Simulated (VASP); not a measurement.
Data:

```xyz
3
Lattice="0.0000 3.4373 3.4373 3.4373 0.0000 3.4373 3.4373 3.4373 0.0000" Properties=species:S:1:pos:R:3 pbc="T T T"
Mg     1.7187     1.7187     1.7187
Mg     5.1560     5.1560     5.1560
Sn     3.4373     6.8747     3.4373
```

The numbers are results of RPBE GGA, VASP's PBE PAW potentials (set 64) (plane waves; VASP), not measurements. Run with 520 eV cut-off, 9×9×9 Γ-centred mesh, tetrahedra with Blöchl corrections, potentials Mg Sn_d.

Unless said otherwise, spin-orbit coupling is left out, though it shifts the bands of the heavy elements here.

**Question.** Predict the energy per atom (σ→0), band gap (on the k-mesh) with the smallest direct gap where there is one.

**Answer.** 
```json
{
  "band gap (on the k-mesh)": "none (metal, semimetal or under 0.01 eV)",
  "energy per atom (σ→0)": "-2.239 eV/atom"
}
```

Only differences to runs with the same potentials and settings are physical.

The compound is Mg2Sn in the antifluorite structure. It was relaxed first, which changed the volume by +5 %.
